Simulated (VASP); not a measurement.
# 1T-SnSe2 monolayer and its bilayer, part 2 of 5

Aim: relax 1T-SnSe2 monolayer, place its levels against the vacuum, then find how two sheets stack and bind.

VASP 6.6.1, plane waves and PAW; the level of theory is named at each step.

So far. Step 2 (Relaxing the monolayer): The run ended after 6 ionic steps, 0.089 eV below its first step, once forces and stress met EDIFFG = -0.015. Step 3 (A second relaxation): The start already met the threshold, so nothing moved.

## Step 4: Potential and states of the slab

Level of this step: optB86b-vdW; plane waves and PAW (Sn, Se) (VASP).

A static run writes the electrostatic potential without exchange and correlation (LVHAR), which is flat in the vacuum and gives the level to count from. The dipole correction cancels the field that unlike faces would set up across the vacuum.

File INCAR:

```
SYSTEM = SnSe2
PREC = Normal
ENCUT = 350
EDIFF = 1E-06
NELM = 120
ISMEAR = 0
SIGMA = 0.03
LREAL = .FALSE.
ALGO = Fast
GGA = MK
AGGAC = 0
LUSE_VDW = .TRUE.
PARAM1 = 0.1234
PARAM2 = 1
LASPH = .TRUE.
NBANDS = 14
LORBIT = 11
LWAVE = .FALSE.
LCHARG = .TRUE.
IDIPOL = 3
LDIPOL = .TRUE.
DIPOL = 0.5 0.5 0.5
LVHAR = .TRUE.
LVACPOTAV = .TRUE.
NEDOS = 1500
LELF = .TRUE.
```

File POSCAR:

```
SnSe2
1.0
    3.8295151334      0.0000000000      0.0000000000
   -1.9147575667      3.3164573897      0.0000000000
    0.0000000000      0.0000000000     22.0000000000
Sn Se
1 2
Direct
    0.0000000000      0.0000000000      0.5000000000
    0.3333333333      0.6666666667      0.4270917556
    0.6666666667      0.3333333333      0.5729082444
```

File KPOINTS:

```
Automatic mesh
0
Gamma
9 9 1
0 0 0
```

File KPOINTS_OPT:

```
Line mode
14
Line-mode
Reciprocal
  0.00000000   0.00000000   0.00000000 GAMMA
  0.50000000   0.00000000   0.00000000 M

  0.50000000   0.00000000   0.00000000 M
  0.33333333   0.33333333   0.00000000 K

  0.33333333   0.33333333   0.00000000 K
  0.00000000   0.00000000   0.00000000 GAMMA
```

The projector-augmented-wave data sets are Sn and Se (PBE family, release 64).

On the command line:

```console
$ mpirun -np 4 vasp_std
```

Output:

```text
[banner, memory and clock lines left out]
running    4 mpi-ranks, on    1 nodes
 distrk:  each k-point on    4 cores,    1 groups
 distr:  one band on    1 cores,    4 groups

 POSCAR found type information on POSCAR SnSe
 POSCAR found :  2 types and       3 ions
 [... a notice as in an earlier step ...]

 [... a notice as in an earlier step ...]

 LDA part: xc-table for (Slater+PW92), standard interpolation
|                                                                             |
|           W    W    AA    RRRRR   N    N  II  N    N   GGGG   !!!           |
|           W    W   A  A   R    R  NN   N  II  NN   N  G    G  !!!           |
|           W    W  A    A  R    R  N N  N  II  N N  N  G       !!!           |
|           W WW W  AAAAAA  RRRRR   N  N N  II  N  N N  G  GGG   !            |
|           WW  WW  A    A  R   R   N   NN  II  N   NN  G    G                |
|           W    W  A    A  R    R  N    N  II  N    N   GGGG   !!!           |
|                                                                             |
|     The number of bands has been changed from the values supplied in        |
|     The orbitals not found in the WAVECAR file will be initialized with     |
|     random numbers, which is usually adequate. For correlated               |
|     calculations, however, you should redo the groundstate calculation.     |
|     I found NBANDS = 14. Now, NBANDS = 16.                                  |
|                                                                             |

 POSCAR, INCAR and KPOINTS ok, starting setup
 FFT: planning ... GRIDC
 FFT: planning ... GRID_SOFT
 FFT: planning ... GRID
 WAVECAR not read
 entering main loop
       N       E                     dE             d eps       ncg     rms          rms(c)
DAV:   1     0.102070847670E+03    0.10207E+03   -0.38405E+03   384   0.511E+02
DAV:   2     0.557591005181E+01   -0.96495E+02   -0.86755E+02   592   0.112E+02
DAV:   3    -0.608420755077E+01   -0.11660E+02   -0.11273E+02   512   0.468E+01
DAV:   4    -0.634412514359E+01   -0.25992E+00   -0.25974E+00   440   0.856E+00
DAV:   5    -0.634754718821E+01   -0.34220E-02   -0.34219E-02   504   0.981E-01    0.470E+00
RMM:   6    -0.608277435361E+01    0.26477E+00   -0.28656E-01   454   0.208E+00    0.287E+00
RMM:   7    -0.605063446391E+01    0.32140E-01   -0.20067E-01   468   0.187E+00    0.692E-01
RMM:   8    -0.604334563050E+01    0.72888E-02   -0.17786E-02   478   0.678E-01    0.125E-01
RMM:   9    -0.604318875985E+01    0.15687E-03   -0.15311E-03   492   0.261E-01    0.579E-02
RMM:  10    -0.604311132516E+01    0.77435E-04   -0.30365E-04   496   0.107E-01    0.210E-02
RMM:  11    -0.604304802714E+01    0.63298E-04   -0.86352E-05   501   0.584E-02    0.936E-03
RMM:  12    -0.604303189139E+01    0.16136E-04   -0.27000E-05   492   0.286E-02    0.531E-03
RMM:  13    -0.604307355892E+01   -0.41668E-04   -0.18116E-05   496   0.212E-02    0.832E-03
RMM:  14    -0.604312770667E+01   -0.54148E-04   -0.14147E-05   486   0.147E-02    0.407E-03
RMM:  15    -0.604317084507E+01   -0.43138E-04   -0.14632E-05   489   0.105E-02    0.347E-03
RMM:  16    -0.604317876057E+01   -0.79155E-05   -0.25441E-06   447   0.536E-03    0.174E-03
RMM:  17    -0.604317914289E+01   -0.38232E-06   -0.34450E-07   372   0.208E-03
|                                                                             |
|           W    W    AA    RRRRR   N    N  II  N    N   GGGG   !!!           |
|           W    W   A  A   R    R  NN   N  II  NN   N  G    G  !!!           |
|           W    W  A    A  R    R  N N  N  II  N N  N  G       !!!           |
|           W WW W  AAAAAA  RRRRR   N  N N  II  N  N N  G  GGG   !            |
|           WW  WW  A    A  R   R   N   NN  II  N   NN  G    G                |
|           W    W  A    A  R    R  N    N  II  N    N   GGGG   !!!           |
|                                                                             |
|     Did not find any points to average over, which means that no vacuum     |
|     field-free region was found. Please increase the size of  your cell     |
|     in the dimension of the dipole correction to obtain accurate            |
|     workfunction values.                                                    |
|                                                                             |

   1 F= -.60431791E+01 E0= -.60431791E+01  d E =-.460718E-12
 Start KPOINTS_OPT (optional k-point list driver)
k-point batch [1-12\42]
       N       E                     dE             ncg
DAV:   1    -0.444856607225E+03   -0.22274E+04      384
DAV:   2    -0.144076641967E+04   -0.99591E+03      584
DAV:   3    -0.157647702505E+04   -0.13571E+03      496
DAV:   4    -0.157911868923E+04   -0.26417E+01      400
DAV:   5    -0.157916188498E+04   -0.43196E-01      480
DAV:   6    -0.157916302868E+04   -0.11437E-02      440
DAV:   7    -0.157916306881E+04   -0.40133E-04      488
DAV:   8    -0.157916307050E+04   -0.16836E-05      368
DAV:   9    -0.157916307058E+04   -0.82089E-07      224
[...]
k-point batch [37-42\42]
       N       E                     dE             ncg
DAV:   1     0.170434026848E+04   -0.48748E+03      192
DAV:   2     0.123043063149E+04   -0.47391E+03      280
DAV:   3     0.116436772689E+04   -0.66063E+02      272
DAV:   4     0.116312388378E+04   -0.12438E+01      208
DAV:   5     0.116310076994E+04   -0.23114E-01      216
DAV:   6     0.116310004072E+04   -0.72922E-03      216
DAV:   7     0.116310001166E+04   -0.29065E-04      240
DAV:   8     0.116310001033E+04   -0.13209E-05      232
DAV:   9     0.116310001028E+04   -0.52885E-07      152
```

Run time: 16 s. Hardware: 4 MPI ranks of AMD EPYC 9R45, shared host; peak memory 0.87 GiB.

From OUTCAR (step 4):

```text
The static configuration has the point symmetry D_3d.

 Found     12 irreducible k-points:

   k-points           NKPTS =     12   k-points in BZ     NKDIM =     12   number of bands    NBANDS=     16

   NELECT =      16.0000    total number of electrons

 E-fermi :  -3.4261

 k-point     1 :       0.0000    0.0000    0.0000
  band No.  band energies     occupation
    ...
      4      -4.7596      2.00000
      5      -4.0271      2.00000
      6      -4.0271      2.00000
      7      -3.6388      2.00000
      8      -3.6388      2.00000
      9      -2.0620      0.00000
     10      -0.4587      0.00000
     11       1.0107      0.00000
     12       1.0107      0.00000
     13       1.5547      0.00000
    ...

 k-point     2 :       0.1111   -0.0000    0.0000
  band No.  band energies     occupation
    ...
      4      -5.0123      2.00000
      5      -4.7001      2.00000
      6      -4.3898      2.00000
      7      -4.2436      2.00000
      8      -3.5660      2.00000
      9      -1.5085      0.00000
     10       0.1343      0.00000
     11       0.8397      0.00000
     12       1.2800      0.00000
     13       1.7062      0.00000
    ...

Total vdW correction in eV:      4.1882411

  Total        0.0086995      0.0086995     -0.0214596      0.0000000      0.0000000      0.0000000
  in kB        0.0498846      0.0498846     -0.1230527      0.0000000      0.0000000      0.0000000
  external PRESSURE =      -0.0077612 kB  Pullay stress =       0.0000000 kB

 POSITION                                       TOTAL-FORCE (eV/Angst)
 -----------------------------------------------------------------------------------
      0.00000      0.00000     11.00000        -0.000000      0.000000     -0.000000
     -0.00000      2.21097      9.39602        -0.000000      0.000000     -0.000368
      1.91476      1.10549     12.60398         0.000000     -0.000000      0.000368
 -----------------------------------------------------------------------------------
    total drift:                                0.000000      0.000000     -0.000000

  FREE ENERGIE OF THE ION-ELECTRON SYSTEM (eV)
  ---------------------------------------------------
  free  energy   TOTEN  =        -6.0431791429 eV

  energy  without entropy=       -6.0431791429  energy(sigma->0) =       -6.04317914

Total vdW correction in eV:      4.1882447

 vacuum level on the upper side and lower side of the slab         2.544         2.544

[... 9 parts as in an earlier step ...]

[... 5 further parts left out ...]
```

This step gave:

* electronic steps: 17
* least gap on mesh and path: 0.722 eV
* least direct gap on mesh and path: 1.074 eV
* vacuum levels: 2.544, 2.544 eV
* ionisation potentials of the upper and lower face: 6.109, 6.109 eV
* electron affinities of the upper and lower face: 5.387, 5.387 eV

Electronic bands along the path, in eV, zero at the valence-band top; v1 is the highest filled band, c1 the lowest empty one:

```tsv
point	v4	v3	v2	v1	c1	c2	c3	c4
Γ	-0.46	-0.46	-0.07	-0.07	1.50	3.11	4.58	4.58
0.54 of the way	-2.02	-1.63	-0.86	-0.14	1.66	4.04	5.36	5.51
M	-2.32	-2.18	-0.76	-0.35	0.72	4.05	5.26	5.63
0.54 of the way	-3.12	-2.60	-0.94	-0.73	1.53	5.06	5.12	5.73
K	-3.62	-3.25	-0.89	-0.89	1.72	5.14	5.14	6.50
0.54 of the way	-2.67	-1.36	-0.83	-0.54	2.16	4.58	4.77	5.45
Γ	-0.46	-0.46	-0.07	-0.07	1.50	3.11	4.58	4.58
```

Of the projections kept (Sn, Se), the largest for each band there; the rest of the weight can lie on other orbitals:

```tsv
point	v4	v3	v2	v1	c1	c2	c3	c4
Γ	Se 0.75	Se 0.75	Se 0.88	Se 0.88	Se 0.57	Sn 0.69	Sn 0.77	Sn 0.77
M	Se 0.67	Se 0.60	Se 0.89	Se 0.89	Se 0.53	Sn 0.55	Sn 0.60	Sn 0.61
K	Se 0.59	Se 0.56	Se 0.90	Se 0.90	Se 0.61	Sn 0.52	Sn 0.52	Sn 0.64
Γ	Se 0.75	Se 0.75	Se 0.88	Se 0.88	Se 0.57	Sn 0.69	Sn 0.77	Sn 0.77
```

Zero at the Fermi level. Table of planar average of the electrostatic potential by height:

```tsv
height (Å)	planar average of the electrostatic potential (eV)
0	5.97
1	5.97
2	5.97
3	5.97
4	5.97
5	5.97
6	5.97
7	5.93
8	5.27
9	-4.05
10	-5.24
11	-7.78
12	-5.24
13	-4.05
14	5.27
15	5.93
16	5.97
17	5.97
18	5.97
19	5.97
20	5.97
21	5.97
```

Density of states in the PAW spheres, an atom over height of the layer and energy from the Fermi level.

Ten even steps from '0' (0.00 states/eV) to '9' (1.42 states/eV), each cell a mean:
```
000
101
303
929
515
222
111
444
343
111
232
121
121
000
000
000
121
141
030
191
000
000
```
Columns: height of the layer (Å) from 9.4 to 12.6; rows upwards: energy from the Fermi level (eV) from -7.9 to 0.5.

ELF in the ca plane at fractional y = 0.000, with atoms of Sn within 0.2 Å of it. It is the smooth field of the valence electrons, not physical close to the nuclei.

Ten even steps from '0' (0.00) to '9' (0.78), each cell a mean:
```
00000000000000000000258999974100000000000000
00000000000000000112368999975321000000000000
00000000000000012356677777777664310000000000
00000000000000024689987534578987631000000000
00000000000000136899987312589999742000000000
00000000000000125799987423579998641000000000
00000000000000013577877656678876421000000000
00000000000000001234568999875432100000000000
00000000000000000001258999974110000000000000
00000000000000000000258999974100000000000000
```
Columns run along c (16.0 Å, from fractional 0.10 to 0.83 of the cell), rows up along a (3.8 Å). Atoms in or near the plane, at fractional coordinates: Sn at (0.50, 0.00).

Valence density in the ca plane at fractional y = 0.000, with atoms of Sn within 0.2 Å of it. It is the smooth field of the valence electrons, not physical close to the nuclei.

Ten even steps from '0' (-0.07 e/Å³) to '9' (0.34 e/Å³), each cell a mean:
```
11111111111111111122356511465322111111111111
11111111111111111223457755775432211111111111
11111111111111112234567776776543221111111111
11111111111111112346887655578864321111111111
11111111111111112358997544579985321111111111
11111111111111112357997544579975321111111111
11111111111111112245777666677754221111111111
11111111111111111223467777776533211111111111
11111111111111111222357633675322211111111111
11111111111111111122356400465322111111111111
```
Columns run along c (16.0 Å, from fractional 0.10 to 0.83 of the cell), rows up along a (3.8 Å). Atoms in or near the plane, at fractional coordinates: Sn at (0.50, 0.00).

The map of layer states is cut here 0.5 eV above the Fermi level, so it leaves out the states above that.

The vacuum level lies 6.11 eV above the highest filled level at the upper face; both faces agree, as the slab has next to no dipole.

The program found no field-free point at its default tolerance, but its printed level agrees with the flat part of the planar average.

## Step 5: The slab in a field, field -0.1

A field across the slab, with the atoms held, gives the electronic response: the dipole changes linearly with the field, and the energy has a linear term from the slab's own dipole and a quadratic one from its polarisability.

INCAR: that of step 4 with these lines changed.

```diff
@@ -18,3 +18,4 @@
 LWAVE = .FALSE.
-LCHARG = .TRUE.
+LCHARG = .FALSE.
+KPAR = 4
 IDIPOL = 3
@@ -22,5 +23,2 @@
 DIPOL = 0.5 0.5 0.5
-LVHAR = .TRUE.
-LVACPOTAV = .TRUE.
-NEDOS = 1500
-LELF = .TRUE.
+EFIELD = -0.1
```

POSCAR is that of step 4.

KPOINTS is that of step 4.

On the command line:

```console
$ mpirun -np 4 vasp_std
```

Output:

```text
[... set-up lines as in an earlier step ...]
 entering main loop
       N       E                     dE             d eps       ncg     rms          rms(c)
DAV:   1     0.105485655417E+03    0.10549E+03   -0.38443E+03   336   0.574E+02
DAV:   2     0.555249201359E+01   -0.99933E+02   -0.94997E+02   600   0.123E+02
DAV:   3    -0.607777831235E+01   -0.11630E+02   -0.11453E+02   450   0.531E+01
DAV:   4    -0.635709235690E+01   -0.27931E+00   -0.27853E+00   428   0.982E+00
DAV:   5    -0.636164563597E+01   -0.45533E-02   -0.45522E-02   432   0.123E+00    0.470E+00
RMM:   6    -0.608556792660E+01    0.27608E+00   -0.31134E-01   374   0.243E+00    0.287E+00
RMM:   7    -0.605341561507E+01    0.32152E-01   -0.21460E-01   393   0.215E+00    0.771E-01
RMM:   8    -0.604638888657E+01    0.70267E-02   -0.16838E-02   427   0.758E-01    0.229E-01
RMM:   9    -0.604526017501E+01    0.11287E-02   -0.36185E-03   425   0.351E-01    0.835E-02
RMM:  10    -0.604504949975E+01    0.21068E-03   -0.60109E-04   437   0.159E-01    0.288E-02
RMM:  11    -0.604498109140E+01    0.68408E-04   -0.21931E-04   436   0.927E-02    0.165E-02
RMM:  12    -0.604492326244E+01    0.57829E-04   -0.84973E-05   442   0.479E-02    0.556E-03
RMM:  13    -0.604492188027E+01    0.13822E-05   -0.16758E-05   445   0.222E-02    0.309E-03
RMM:  14    -0.604498595548E+01   -0.64075E-04   -0.19441E-05   421   0.225E-02    0.514E-03
RMM:  15    -0.604501671614E+01   -0.30761E-04   -0.84280E-06   387   0.110E-02    0.210E-03
RMM:  16    -0.604505182143E+01   -0.35105E-04   -0.96405E-06   394   0.912E-03    0.142E-03
RMM:  17    -0.604505616913E+01   -0.43477E-05   -0.11966E-06   351   0.374E-03    0.297E-04
RMM:  18    -0.604505821357E+01   -0.20444E-05   -0.25653E-07   290   0.229E-03    0.618E-04
RMM:  19    -0.604505853161E+01   -0.31804E-06   -0.98634E-08   267   0.157E-03
   1 F= -.60450585E+01 E0= -.60450585E+01  d E =-.118692E-10
```

The job ended after 37 s (4 MPI ranks; peak memory 1.5 GiB).

From OUTCAR (step 5):

```text
   NELECT =      16.0000    total number of electrons

 dipolmoment           0.000000      0.000000     -0.037514 electrons x Angstroem

 E-fermi :  -3.4375

 k-point     1 :       0.0000    0.0000    0.0000
  band No.  band energies     occupation
    ...
      4      -4.7603      2.00000
      5      -4.0279      2.00000
      6      -4.0279      2.00000
      7      -3.6392      2.00000
      8      -3.6392      2.00000
      9      -2.0630      0.00000
     10      -0.4594      0.00000
     11       1.0100      0.00000
     12       1.0100      0.00000
     13       1.3212      0.00000
    ...

Total vdW correction in eV:      4.1882075

  Total        0.0092566      0.0092566     -0.0230068      0.0000000     -0.0000000      0.0000000
  in kB        0.0530788      0.0530788     -0.1319244      0.0000000     -0.0000000      0.0000000
  external PRESSURE =      -0.0085889 kB  Pullay stress =       0.0000000 kB

 POSITION                                       TOTAL-FORCE (eV/Angst)
 -----------------------------------------------------------------------------------
      0.00000      0.00000     11.00000         0.000000     -0.000000      0.029201
     -0.00000      2.21097      9.39602        -0.000000      0.000000     -0.015475
      1.91476      1.10549     12.60398         0.000000      0.000000     -0.013726
 -----------------------------------------------------------------------------------
    total drift:                                0.000000      0.000000      0.000275

  FREE ENERGIE OF THE ION-ELECTRON SYSTEM (eV)
  ---------------------------------------------------
  free  energy   TOTEN  =        -6.0450585316 eV

  energy  without entropy=       -6.0450585316  energy(sigma->0) =       -6.04505853

Total vdW correction in eV:      4.1882075

 vacuum level on the upper side and lower side of the slab         2.700         1.136

[... 8 parts as in an earlier step ...]

[... 9 further parts left out ...]
```

This step gave:

| Property | Result |
| --- | --- |
| electronic steps | 19 |
| free energy (TOTEN) | -6.045 eV |
| Fermi energy | -3.438 eV |
| dipole moment | 0, 0, -0.03751 e·Å |

VASP counts the dipole in electrons times Å, so a positive number points the physical dipole along −c. A positive EFIELD is likewise a physical field along −c.

Energy at zero smearing: -6.04506 eV.

## Step 6: The slab in a field, field 0.1

INCAR: that of step 5 with these lines changed.

```diff
@@ -23,2 +23,2 @@
 DIPOL = 0.5 0.5 0.5
-EFIELD = -0.1
+EFIELD = 0.1
```

POSCAR is that of step 5.

KPOINTS is that of step 5.

On the command line:

```console
$ mpirun -np 4 vasp_std
```

Output:

```text
[... set-up lines as in an earlier step ...]
 entering main loop
       N       E                     dE             d eps       ncg     rms          rms(c)
DAV:   1     0.105315590228E+03    0.10532E+03   -0.38475E+03   336   0.574E+02
DAV:   2     0.553788264652E+01   -0.99778E+02   -0.92991E+02   562   0.123E+02
DAV:   3    -0.606064071435E+01   -0.11599E+02   -0.11331E+02   444   0.529E+01
DAV:   4    -0.635621261571E+01   -0.29557E+00   -0.29437E+00   434   0.100E+01
[...]
RMM:  17    -0.604505620935E+01   -0.42601E-05   -0.11792E-06   349   0.375E-03    0.326E-04
RMM:  18    -0.604505828471E+01   -0.20754E-05   -0.26062E-07   292   0.229E-03    0.605E-04
RMM:  19    -0.604505852185E+01   -0.23714E-06   -0.90880E-08   261   0.151E-03
   1 F= -.60450585E+01 E0= -.60450585E+01  d E =-.116019E-10
```

Elapsed: 36 s, on 4 MPI ranks; peak memory 1.5 GiB.

OUTCAR, selected parts (step 6):

```text
  Total        0.0092769      0.0092769     -0.0229981     -0.0000000      0.0000000     -0.0000000
  in kB        0.0531954      0.0531954     -0.1318745     -0.0000000      0.0000000     -0.0000000
  external PRESSURE =      -0.0084945 kB  Pullay stress =       0.0000000 kB

 POSITION                                       TOTAL-FORCE (eV/Angst)
 -----------------------------------------------------------------------------------
      0.00000      0.00000     11.00000        -0.000000      0.000000     -0.029201
     -0.00000      2.21097      9.39602         0.000000     -0.000000      0.013722
      1.91476      1.10549     12.60398        -0.000000      0.000000      0.015479
 -----------------------------------------------------------------------------------
    total drift:                               -0.000000     -0.000000     -0.000279

  FREE ENERGIE OF THE ION-ELECTRON SYSTEM (eV)
  ---------------------------------------------------
  free  energy   TOTEN  =        -6.0450585218 eV

  energy  without entropy=       -6.0450585218  energy(sigma->0) =       -6.04505852

[... 2 parts as in an earlier step ...]

[... 1 further part left out ...]
[key lines of the parts left out:]
E-fermi :  -3.4375
```

This step gave:

```yaml
dipole_moment: 0, 0, 0.03751 e·Å
```

Energy at zero smearing: -6.04506 eV.

(Part 2 of 5 ends here.)

[Lines on the potential files, build, host, timing and source positions are cut from VASP's logs without a mark.]

[Logs are printed without paths, hosts, clocks, repeated set-up lines and the standing remarks that a program may print on its own settings, such as how far it seeks lower states.]

[Hosts, paths, dates, database ids (printed as entryN), source tags and the programs' standing remarks are cut or masked in the printed files.]

[Runs that stopped without an error message from VASP are left out.]
